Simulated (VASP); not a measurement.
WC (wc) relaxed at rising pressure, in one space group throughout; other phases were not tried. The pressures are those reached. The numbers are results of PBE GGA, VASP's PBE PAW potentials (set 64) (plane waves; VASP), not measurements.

| P (GPa) | V (Å³/atom) | k-mesh |
|---|---|---|
| -0.08 | 10.554 | 14×14×13 |
| 4.92 | 10.421 | 14×14×13 |
| 9.91 | 10.296 | 14×14×13 |
| 20.04 | 10.062 | 15×15×13 |
| 30.17 | 9.855 | 15×15×13 |

A change of mesh leaves a small step in the series.

Fit an equation of state and predict the volume at 45.20 GPa.

Least squares on the third-order Birch-Murnaghan form, P = (3B0/2)(y⁷ − y⁵)[1 + (3/4)(B′ − 4)(y² − 1)] with y = (V0/V)^(1/3), gives V0 = 10.552 Å³/atom, B0 = 381 GPa and B′ = 4.2, and so 9.582 Å³/atom. The run gave 9.583 Å³/atom, +0.0 % from the fit.

Pressures at which the relaxation failed are left out.

The compound is WC in the wc structure.
